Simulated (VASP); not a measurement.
Data:

```xyz
5
Lattice="5.1443 0.0000 0.0000 0.0000 5.1443 0.0000 0.0000 0.0000 5.1443" Properties=species:S:1:pos:R:3 pbc="T T T"
Sr     0.0000     2.5721     2.5721
Sr     2.5721     0.0000     2.5721
Sr     2.5721     2.5721     0.0000
Sb     0.0000     0.0000     0.0000
N      2.5721     2.5721     2.5721
```

All values below come from PBEsol GGA, VASP's PBE PAW potentials (set 64) (plane waves; VASP). Settings: 520 eV cut-off, Gaussian smearing of 0.050 eV, potentials Sr_sv Sb N.

Unless said otherwise, spin-orbit coupling is left out, though it shifts the bands of the heavy elements here.

Task: Give the energies of bands 15 to 23 at the high-symmetry points, in eV from the valence-band maximum.

Result: 
| band | Γ | X | M | R |
|---|---|---|---|---|
| 15 | -0.99 | -3.07 | -2.82 | -2.49 |
| 16 | -0.99 | -1.81 | -2.82 | -2.49 |
| 17 | -0.99 | -1.38 | -1.65 | -2.49 |
| 18 | 0.00 | -1.38 | -1.59 | -1.65 |
| 19 | 0.00 | -0.60 | -1.59 | -1.65 |
| 20 | 0.00 | -0.60 | -0.90 | -1.65 |
| 21 | 0.15 | 1.41 | 2.09 | 1.82 |
| 22 | 0.15 | 1.88 | 2.87 | 1.82 |
| 23 | 1.05 | 2.03 | 2.89 | 1.82 |

The gap is direct, 0.15 eV, from the valence maximum at Γ to the conduction minimum at Γ.

The structure comes from a computed database's Sr3SbN entry (Pm-3m); how it stands against other phases isn't given here. It was relaxed first.
